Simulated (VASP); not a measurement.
Given:

```yaml
crystal:
  lattice:
    - [1.59682, -2.76578, 0.00000]
    - [1.59682, 2.76578, 0.00000]
    - [0.00000, 0.00000, 12.51793]
  atoms:
    - { symbol: W, position: [0.33333, 0.66667, 0.25000] }
    - { symbol: W, position: [0.66667, 0.33333, 0.75000] }
    - { symbol: S, position: [0.33333, 0.66667, 0.87606] }
    - { symbol: S, position: [0.66667, 0.33333, 0.37606] }
    - { symbol: S, position: [0.66667, 0.33333, 0.12394] }
    - { symbol: S, position: [0.33333, 0.66667, 0.62394] }
```

Level of theory: optB88-vdW, VASP's PBE PAW potentials (set 64) (plane waves; VASP). Run with 520 eV cut-off, 7×7×2 Γ-centred mesh, Gaussian smearing of 0.050 eV, potentials W_sv S.

### Question
Estimate the energy per atom (σ→0).

### Answer

| Quantity | Result |
|---|---|
| energy per atom (σ→0) | -5.781 eV/atom |

Total energies compare only between runs with the same potentials, cut-off and functional.

The compound is WS2 in the 2H layered structure. It was relaxed first. The start is the result of an earlier pass.
